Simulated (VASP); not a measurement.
PtSe$_{2}$ (1T layered): the formation energy from VASP (plane waves, PAW) at several levels of theory. The references are the elements' solids at the same level; no temperature or zero-point terms are added.    Without a dispersion term in the relaxation, distances and binding between the weakly bound layers, chains or molecules are unreliable, and so is what depends on them. Spin-orbit coupling is left out, which shifts such energies by up to tenths of an eV for the heavy elements here.

| level | formation energy (eV/atom) |
|---|---|
| LDA | -0.423 |
| PBE [volume +21 % from the start] | -0.399 |
| PBEsol | -0.412 |
| r2SCAN | -0.459 |

The cell of the LDA run:

```xyz
3
Lattice="1.8712 -3.2410 0.0000 1.8712 3.2410 0.0000 0.0000 0.0000 4.7640" Properties=species:S:1:pos:R:3 pbc="T T T"
Pt     0.0000     0.0000     4.7640
Se     1.8712     1.0803     1.2644
Se     1.8712    -1.0803     3.4997
```

Only levels that ran to the end are used. Left out are those held back, those with too coarse a band path, GW runs whose mesh misses a band edge, hybrids' fits of cells that aren't cubic and levels without matching references; a question may draw on a part of the rest.
